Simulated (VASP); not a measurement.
```xyz
2
Lattice="0.0000 2.6577 2.6577 2.6577 0.0000 2.6577 2.6577 2.6577 0.0000" Properties=species:S:1:pos:R:3 pbc="T T T"
Cu     0.0000     0.0000     0.0000
Cl     1.3289     1.3289     1.3289
```

Level of theory: LDA (Ceperley-Alder, Perdew-Zunger), VASP's LDA PAW potentials (set 64) (plane waves; VASP 6.6.1). Settings: 520 eV cut-off, 9×9×9 Γ-centred mesh, Gaussian smearing of 0.050 eV, potentials Cu Cl.

Task: The job: CuCl (zinc blende), 2 atoms, LDA, static run, 520 eV, 9×9×9 Γ-centred mesh. Roughly how much core time does it take on a busy server core?

Result: About 10 core-seconds (one run on a shared machine, a rough figure). It had 35 irreducible k-points, 13 bands, up to 1022 plane waves and 14 electronic steps.

The compound is CuCl in the zinc blende structure. This cell is one point of a volume scan, at 1.06 of the reference volume.
